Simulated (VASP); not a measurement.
Data:

```
PbTe
1.0
    0.00000     3.28388     3.28388
    3.28388     0.00000     3.28388
    3.28388     3.28388     0.00000
Te Pb
1 1
Cartesian
  3.28388   3.28388   3.28388
  0.00000   0.00000   0.00000
```

Computed with PBE GGA, VASP's PBE PAW potentials (set 64) (plane waves; VASP). Numerical set-up: 480 eV cut-off, 6×6×6 Γ-centred mesh, Gaussian smearing of 0.050 eV, potentials Te Pb_d.

Unless said otherwise, spin-orbit coupling is left out, though it shifts the bands of the heavy elements here.

### Question
What does the run give for the energy per atom (σ→0), band gap (on the k-mesh) with the smallest direct gap where there is one?

### Answer

```json
{
  "band gap (on the k-mesh)": "0.83 eV",
  "smallest direct gap (on the k-mesh)": "0.83 eV",
  "energy per atom (σ→0)": "-3.762 eV/atom"
}
```

Total energies compare only between runs with the same potentials, cut-off and functional.

The compound is PbTe in the rock salt structure. It was relaxed first, which changed the volume by +5 %. The start is the result of an earlier pass.
